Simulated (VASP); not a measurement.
Given:

```xyz
64
Lattice="11.5222 0.0000 0.0000 0.0000 11.5222 0.0000 0.0000 0.0000 11.5222" Properties=species:S:1:pos:R:3 pbc="T T T"
Ga     5.7473    11.5154     0.0096
Ga     8.6422     2.9010     0.0062
Ga     8.6255    11.5148     2.8753
Ga     0.0074    11.5107     0.0029
Ga     2.8829     2.8536     0.0086
Ga     5.7779     5.7609     0.0140
Ga     8.6598     8.6437     0.0011
Ga     2.8783    11.5096     2.8708
Ga     5.7536     2.8361     2.9070
Ga     7.1505     4.4328     4.2475
Ga     8.6844     5.7112     2.8870
Ga     5.7516    11.5062     5.7485
Ga     8.6878     2.8109     5.8256
Ga     8.6681    11.5140     8.6470
Ga     0.0224     5.7731    11.5059
Ga     2.8866     8.6361     0.0096
Ga     0.0068     2.9075     2.8678
Ga     2.8921     5.7624     2.8941
Ga     5.7794     8.6212     2.8914
Ga    11.5175    11.5166     5.7938
Ga     2.8674     2.8921     5.7665
Ga     5.7479     5.6999     5.8084
Ga     8.6332     8.6235     5.7424
Ga     2.8781    11.5082     8.6547
Ga     5.7458     2.9001     8.6613
Ga     8.6209     5.7753     8.6460
Ga     0.0160     8.6519     2.8718
Ga     0.0022     5.7773     5.7350
Ga     2.8822     8.6346     5.7869
Ga    11.5182     2.8468     8.6454
Ga     2.8634     5.7739     8.6652
Ga     5.7480     8.6360     8.6506
Ga     0.0037     8.6375     8.6500
As     7.2046     1.4396     1.4312
As    10.1240     4.3347     1.3959
As    10.0789     1.4498     4.2990
As     1.4374     1.4377     1.4433
As     4.3231     4.3238     1.4429
As     7.2169     7.2093     1.4342
As    10.0854    10.0893     1.4393
As     4.2941     1.4268     4.3322
As    10.1048     7.2284     4.3015
As     7.1722     1.4415     7.2075
As    10.0750     4.3450     7.1924
As    10.0763     1.4418    10.0890
As     1.4500     7.2056     1.4402
As     4.3271    10.0720     1.4489
As     1.4412     4.3266     4.3191
As     4.3224     7.2038     4.3312
As     7.2009    10.0802     4.3201
As     1.4390     1.4385     7.2033
As     4.2738     4.3222     7.2450
As     7.1927     7.2124     7.2071
As    10.0730    10.0720     7.1966
As     4.3197     1.4357    10.0853
As     7.2015     4.3261    10.0843
As    10.0845     7.2071    10.0772
As     1.4392    10.0956     4.3229
As     1.4337     7.2037     7.2047
As     4.3192    10.0832     7.2073
As     1.4370     4.3226    10.0762
As     4.3216     7.2019    10.0931
As     7.1977    10.0939    10.0772
As     1.4416    10.0782    10.0856
```
Cell charge -1.

All values below come from HSE06 screened hybrid, VASP's PBE PAW potentials (set 64) (plane waves; VASP). Numerical set-up: PREC = Normal, LREAL = Auto, ISYM = 0, NELECT = 255.0, EDIFF = 1E-5, 400 eV cut-off, 1×1×1 Γ-centred mesh, Gaussian smearing of 0.050 eV, potentials Ga As. Starting moments (MAGMOM): 64*0.0156. The cell's moment is fixed (NUPDOWN = 1).

The cell is charged, with a uniform compensating background. The supercell is sampled at Γ alone, which is coarse: total energies, pressure and levels can be off, energies of defects by several tenths of an eV.

**Question.** Estimate the cell moment, energy per atom (σ→0).

**Answer.** 
```yaml
cell_moment: 1.00 μB
energy per atom (σ→0): -4.765 eV/atom
```

**Question.** Give the moment on each site (PAW-sphere projection).

**Answer.** 
```csv
site,moment (μB)
Ga1,0.00
Ga2,0.00
Ga3,0.00
Ga4,0.00
Ga5,0.01
Ga6,0.00
Ga7,0.01
Ga8,0.00
Ga9,0.02
Ga10,0.18
Ga11,0.01
Ga12,0.00
Ga13,0.21
Ga14,0.01
Ga15,0.00
Ga16,0.00
Ga17,0.00
Ga18,0.00
Ga19,0.00
Ga20,0.01
Ga21,0.00
Ga22,0.01
Ga23,0.00
Ga24,0.00
Ga25,0.00
Ga26,0.00
Ga27,0.00
Ga28,0.00
Ga29,0.01
Ga30,0.01
Ga31,0.00
Ga32,0.00
Ga33,0.00
As34,0.00
As35,0.00
As36,0.03
As37,0.00
As38,0.03
As39,0.02
As40,0.00
As41,0.00
As42,0.00
As43,0.03
As44,0.04
As45,0.00
As46,0.00
As47,0.00
As48,0.00
As49,0.03
As50,0.00
As51,0.00
As52,0.00
As53,0.00
As54,0.00
As55,0.00
As56,0.00
As57,0.00
As58,0.01
As59,0.00
As60,0.00
As61,0.02
As62,0.00
As63,0.01
As64,0.00
```

The absolute energy has meaning only against runs of the same code, potentials and settings.

The cell is a supercell with a defect, built from GaAs (zinc blende): Ga_As, charge -1. The cell's shape comes from a PBE relaxation.
